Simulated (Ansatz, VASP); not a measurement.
# WS2 (Tungstenite) in two plane-wave programs, part 2 of 2

Aim: how closely do two programs agree when they are given the same cell, functional and k mesh? The cell is taken from a series of runs on this material, whose earlier steps may have relaxed, scaled, displaced or heated it; both programs get it as it stands. Valence electrons are named where the data sets of a main pair hold unlike numbers.

VASP 6.6.1 and Ansatz 0.2.0.

So far. Step 4 (Side by side): The forces differ by 26 meV/Å r.m.s., which is 93.7 % of the r.m.s. force of 0.027 eV/Å (both taken over all components). A gap on the mesh is an upper bound, since the band edges may lie between its points; neither run holds spin-orbit coupling, which can move the band edges of a compound of W.

## 6. VASP: single point, r2SCAN

Level of this step: r2SCAN, no spin polarisation; plane waves and PAW (W_sv_GW, S_GW) (VASP).

A single point gives forces, pressure and levels at one fixed geometry, so differences don't come from the geometry; what else differs is listed under the comparison.

The input, INCAR:

```
SYSTEM = WS2
PREC = Accurate
ENCUT = 520
EDIFF = 1E-06
NELM = 100
ISMEAR = 0
SIGMA = 0.03
LREAL = .FALSE.
ALGO = Normal
METAGGA = R2SCAN
LASPH = .TRUE.
NBANDS = 32
LORBIT = 11
LWAVE = .FALSE.
LCHARG = .FALSE.
KPAR = 2
ISIF = 2
```

The input, POSCAR:

```
WS2
1.0
    3.1532000000      0.0000000000      0.0000000000
   -1.5766000000      2.7307513032      0.0000000000
    0.0000000000      0.0000000000     12.3230000000
W S
2 4
Direct
    0.6666666667      0.3333333333      0.7500000000
    0.3333333333      0.6666666667      0.2500000000
    0.6666666667      0.3333333333      0.3775000000
    0.3333333333      0.6666666667      0.8775000000
    0.6666666667      0.3333333333      0.1225000000
    0.3333333333      0.6666666667      0.6225000000
```

The input, KPOINTS:

```
Automatic mesh
0
Gamma
8 8 2
0 0 0
```

The projector-augmented-wave data sets are W_sv_GW and S_GW (PBE family, release 64).

On the command line:

```bash
> mpirun -np 2 vasp_std
```

Numbers of over 12 decimals in the logs are rounded to 6 here.

Log:

```text
[banner, memory and clock lines left out]
running    2 mpi-ranks, on    1 nodes
[...]
|                                                                             |
|               ----> ADVICE to this user running VASP <----                  |
|                                                                             |
|     You enforced a specific xc type in the INCAR file but a different       |
|     [... a line on the potential file left out ...]
|     I HOPE YOU KNOW WHAT YOU ARE DOING!                                     |
|                                                                             |

 LDA part: xc-table for (None), standard interpolation
 POSCAR, INCAR and KPOINTS ok, starting setup
[...]
entering main loop
       N       E                     dE             d eps       ncg     rms          rms(c)
DAV:   1     0.378570986123E+03    0.37857E+03   -0.30186E+04  1336   0.158E+03
DAV:   2    -0.125296374313E+03   -0.50387E+03   -0.49469E+03  1752   0.389E+02
DAV:   3    -0.162907699866E+03   -0.37611E+02   -0.37478E+02  1648   0.109E+02
DAV:   4    -0.164106053456E+03   -0.11984E+01   -0.11970E+01  1840   0.194E+01
[...]
DAV:  12    -0.144352387210E+03   -0.91269E-04   -0.65158E-04  1608   0.137E-01    0.960E-02
DAV:  13    -0.144352404177E+03   -0.16967E-04   -0.69290E-05  1808   0.449E-02    0.357E-02
DAV:  14    -0.144352403383E+03    0.79382E-06   -0.76663E-06  1680   0.157E-02
   1 F= -.14435240E+03 E0= -.14435240E+03  d E =-.928544E-58
```

Parts of OUTCAR (step 6):

```text
  Total        1.5116958      1.5116958      0.3780383      0.0000000      0.0000000     -0.0000000
  in kB       22.8257399     22.8257399      5.7081615      0.0000000      0.0000000     -0.0000000
  external PRESSURE =      17.1198804 kB  Pullay stress =       0.0000000 kB

 POSITION                                       TOTAL-FORCE (eV/Angst)
 -----------------------------------------------------------------------------------
      1.57660      0.91025      9.24225         0.000000     -0.000000      0.000000
     -0.00000      1.82050      3.08075         0.000000      0.000000      0.000000
      1.57660      0.91025      4.65193        -0.000000     -0.000000     -0.162636
     -0.00000      1.82050     10.81343        -0.000000     -0.000000     -0.162636
      1.57660      0.91025      1.50957        -0.000000      0.000000      0.162636
     -0.00000      1.82050      7.67107        -0.000000     -0.000000      0.162636
 -----------------------------------------------------------------------------------
    total drift:                               -0.000001      0.000000     -0.000000

  FREE ENERGIE OF THE ION-ELECTRON SYSTEM (eV)
  ---------------------------------------------------
  free  energy   TOTEN  =      -144.3524033829 eV

  energy  without entropy=     -144.3524033829  energy(sigma->0) =     -144.35240338

[... 3 further parts left out ...]
[key lines of the parts left out:]
E-fermi :   8.0869
```

The run ends at a pressure of 1.71 GPa, with forces up to 0.16 eV/Å.

## 7. Ansatz: single point, r2SCAN

The same cell, functional, mesh and smearing now go to Ansatz, which takes its cutoff from its data sets.

The cell is taken from a series of runs on this material, whose earlier steps may have relaxed, scaled, displaced or heated it; both programs get it as it stands.

The input, input.yaml:

```yaml
crystal:
  lattice:
    - [3.1532, 0.0, 0.0]
    - [-1.5766, 2.7307513032, 0.0]
    - [0.0, 0.0, 12.323]
  atoms:
    - { symbol: W, position: [0.6666666667, 0.3333333333, 0.75] }
    - { symbol: W, position: [0.3333333333, 0.6666666667, 0.25] }
    - { symbol: S, position: [0.6666666667, 0.3333333333, 0.3775] }
    - { symbol: S, position: [0.3333333333, 0.6666666667, 0.8775] }
    - { symbol: S, position: [0.6666666667, 0.3333333333, 0.1225] }
    - { symbol: S, position: [0.3333333333, 0.6666666667, 0.6225] }
hamiltonian:
  xc: r2scan
  pseudopotentials: { kind: paw }
kpoints:
  mp_grid: { grid: [8, 8, 2] }
  band_path:
    path:
      - [0.0, 0.0, 0.0]
      - [0.14286, 0.0, 0.0]
      - [0.28571, 0.0, 0.0]
      - [0.5, 0.0, 0.0]
      - [0.47619, 0.04762, 0.0]
      - [0.40476, 0.19048, 0.0]
      - [0.35714, 0.28571, 0.0]
      - [0.28571, 0.28571, 0.0]
      - [0.19048, 0.19048, 0.0]
      - [0.04762, 0.04762, 0.0]
      - [0.0, 0.0, 0.0]
      - [0.0, 0.0, 0.14286]
      - [0.0, 0.0, 0.35714]
      - [0.0, 0.0, 0.5]
      - [0.14286, 0.0, 0.5]
      - [0.28571, 0.0, 0.5]
      - [0.5, 0.0, 0.5]
      - [0.47619, 0.04762, 0.5]
      - [0.40476, 0.19048, 0.5]
      - [0.35714, 0.28571, 0.5]
      - [0.33333, 0.33333, 0.5]
      - [0.19048, 0.19048, 0.5]
      - [0.09524, 0.09524, 0.5]
      - [0.5, 0.0, 0.5]
      - [0.5, 0.0, 0.35714]
      - [0.5, 0.0, 0.14286]
      - [0.5, 0.0, 0.0]
      - [0.33333, 0.33333, 0.14286]
      - [0.33333, 0.33333, 0.28571]
      - [0.33333, 0.33333, 0.5]
    npoints: 1
scf:
  occupations: { method: gaussian, width: 0.03 }
  n_extra_bands: 9
output:
  forces: true
  stress: true
  eigenvalues: true
```

On the command line:

```bash
> ansatz run input.yaml --threads 4 --pin off --max-ram 9216MiB --backend cpu --events-out ev --progress --plain --runs-dir out
```

Log:

```text
[...]
Crystal: 6 atoms, lattice volume = 106.108 Å³
Basis set: ecut = 500 eV, 2685 PW (Γ), exchange–correlation on 96×96×360 points (64 copies of the dense FFT grid, shifted against one another)
Bands: 35, of which v1, the nominal top of the filled ones, is band 26 counted from 1 (25 counted from 0)
Symmetry: 24 space group operations
[...]
k-points: 20 of 128
[...]
k-point 0: bands = [... 22 lower, 9.3155, 10.0064, 10.3862, 11.6497, 14.1129, 14.1129, 14.1246, 14.1246, ... 5 higher]
  k-point 1: bands = [... 22 lower, 9.2873, 9.2873, 11.3083, 11.3083, 14.1025, 14.1025, 14.1025, 14.1025, ... 5 higher]
  k-point 2: bands = [... 22 lower, 9.2787, 10.1842, 10.3889, 11.1358, 13.6476, 13.8925, 13.9888, 14.0334, ... 5 higher]
  k-point 19: bands = [... 22 lower, 8.4672, 8.4672, 10.7662, 10.7662, 13.3007, 13.3007, 14.4874, 14.4874, ... 5 higher]
[key lines of the parts left out:]
SCF converged after 7 iterations
Free energy (F): -24423.244111 eV
Fermi energy:    12.268416 eV
P = ⅓ Tr σ = 2.3617 GPa (23.617 kbar)
```

## 8. Side by side

What differs besides the data sets and the points named for the pairs above, as far as they apply: VASP keeps PBE cores, Ansatz makes them for the functional; the cutoff is 500 eV in Ansatz and 520 eV in VASP. Total energies have different zeros and are not compared.

Both answers:

```csv
quantity,Ansatz,VASP,difference
pressure (GPa),2.36,1.71,+0.65
gap on the k mesh (eV),1.239,1.240,-0.001
```

Forces (eV/Å; atoms numbered as in POSCAR):

```csv
atom,"Ansatz x, y, z","VASP x, y, z"
W1,"0.000, 0.000, 0.000","0.000, 0.000, 0.000"
W2,"0.000, 0.000, 0.000","0.000, 0.000, 0.000"
S3,"0.000, 0.000, -0.151","0.000, 0.000, -0.163"
S4,"0.000, 0.000, -0.151","0.000, 0.000, -0.163"
S5,"0.000, 0.000, 0.151","0.000, 0.000, 0.163"
S6,"0.000, 0.000, 0.151","0.000, 0.000, 0.163"
```

The forces differ by 5.4 meV/Å r.m.s., which is 7.1 % of the r.m.s. force of 0.077 eV/Å (both taken over all components). A gap on the mesh is an upper bound, since the band edges may lie between its points; neither run holds spin-orbit coupling, which can move the band edges of a compound of W.

## 9. What the set-up changes

Further runs change the set-up of one program: Ansatz's method, potentials or start, or VASP's data sets, cutoff or form of LDA. The table gives Ansatz less VASP for each quantity, since a change that brings one quantity closer may part another.

```csv
run,r.m.s. force difference (meV/Å),pressure (GPa),gap on the k mesh (eV)
as above,5.4,0.65,-6.0e-4
VASP with the data sets W and S_h and a cutoff of 650 eV,22,0.55,-0.0074
```

## 10. Results

```json
{"r.m.s. force difference (single point, PBE)": "26 meV/Å", "difference in pressure (single point, PBE)": "0.67 GPa", "r.m.s. force difference (single point, r2SCAN)": "5.4 meV/Å", "difference in pressure (single point, r2SCAN)": "0.65 GPa"}
```

The r.m.s. force difference is 26 meV/Å (single point, PBE), beyond the 12 meV/Å picked in this series as the mark of a large difference. The data sets hold unlike numbers of valence electrons (52 in Ansatz and 36 in VASP), so part of the differences comes from the potentials. VASP's data sets differ among the pairs, so a change from pair to pair isn't the functional's or the coupling's alone. Single point, PBE, VASP with the data sets W_sv_GW and S_GW and a cutoff of 520 eV: r.m.s. force difference goes from 26 to 5.2 meV/Å; the difference in pressure goes from 0.67 to 0.45 GPa; the difference in gap on the k mesh goes from -0.022 to 3.1e-4 eV. Single point, PBE, VASP with the data sets W and S_h and a cutoff of 650 eV: r.m.s. force difference goes from 26 to 16 meV/Å; the difference in pressure goes from 0.67 to 0.43 GPa; the difference in gap on the k mesh goes from -0.022 to -0.016 eV. Single point, r2SCAN, VASP with the data sets W and S_h and a cutoff of 650 eV: r.m.s. force difference goes from 5.4 to 22 meV/Å; the difference in gap on the k mesh goes from -6.0e-4 to -0.0074 eV. How closely two codes agree says nothing of how well the functional describes the real material.

[Lines on the potential files, build, host, timing and source positions are cut from VASP's logs without a mark.]

[Logs are printed without paths, hosts, clocks, repeated set-up lines and the standing remarks that a program may print on its own settings, such as how far it seeks lower states.]

[Hosts, paths, dates, database ids (printed as entryN), source tags and the programs' standing remarks are cut or masked in the printed files.]
